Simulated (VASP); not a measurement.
Consider the following.

```
CELL_PARAMETERS angstrom
      2.83507     0.00000     0.00000
     -1.41753     2.45524     0.00000
      0.00000     0.00000     4.85628
ATOMIC_POSITIONS crystal
  Al 0.00000 0.00000 0.00000
  Al 0.00000 0.00000 0.50000
  N  0.33333 0.66667 0.25000
  N  0.66667 0.33333 0.75000
```

Level of theory: PBEsol GGA, VASP's PBE PAW potentials (set 64) (plane waves; VASP). Run with 520 eV cut-off, 8×8×4 Γ-centred mesh, Gaussian smearing of 0.050 eV, potentials Al N.

Q: What does the run give for the energy per atom (σ→0)?

A: 
```
Property                        Value
---------------------  --------------
energy per atom (σ→0)  -7.559 eV/atom
```

Only differences to runs with the same potentials and settings are physical.

The structure was generated: AlN was put into the NiAs type type (P6_3/mmc), which need not be its known phase. It was relaxed first. The start is the result of an earlier pass.
